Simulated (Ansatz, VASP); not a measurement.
# One structure in several programs: V3Re (P1, 4 atoms in the cell)

Self-consistent single point.

```
CELL_PARAMETERS angstrom
      0.00000     3.00145     3.00145
      3.00145     0.00000     3.00145
      3.00145     3.00145     0.00000
ATOMIC_POSITIONS crystal
  V  0.76781 0.74881 0.74758
  V  0.25730 0.24710 0.25073
  V  0.98491 0.99468 0.99541
  Re 0.48998 0.50941 0.50629
```

Shared settings, as Ansatz (a quantum-chemistry and plane-wave program) writes them: kpoints.mp_grid.grid = 5 5 5; magnetization.spin_orbit = true; scf.occupations.method = gaussian; scf.occupations.width = 0.1 eV. Potentials and cutoffs stand in the table.

```
code                                                                   model  pressure (GPa)  largest force (eV/Å)   cutoff
------  --------------------------------------------------------------------  --------------  --------------------  -------
Ansatz  LDA (PW92) with spin-orbit coupling, default PAW files made with PBE          -10.55                 1.108  default
VASP       LDA (PZ), spin-orbit coupling, VASP's LDA PAW potentials (set 64)          -10.57                 1.121   300 eV
```

Size of the force on each atom (eV/Å): Sizes of forces hide their directions.

```json
[
 {"code": "Ansatz", "V1": "1.072", "V2": "0.550", "V3": "1.108", "Re4": "0.897"},
 {"code": "VASP", "V1": "1.085", "V2": "0.552", "V3": "1.121", "Re4": "0.901"}
]
```

The spread over the programs that give each value: pressure within 0.02 GPa; largest force within 0.013 eV/Å.

Ansatz's pressure is given at a fixed set of plane waves, as the other plane-wave codes print theirs; with its correction for the finite basis it is -10.46 GPa. The same LDA comes in different parametrisations, which differ slightly.

VASP's run is marked for a possible Pulay error in its stress at this cutoff; no cutoff test was made.

The starting cell comes from a database of computed structures (which also holds hypothetical and non-ambient phases and stackings), without a prior relaxation at this level. Its atoms were displaced at random from the sites of space group no. 225.

Keys are those of Ansatz 0.2.
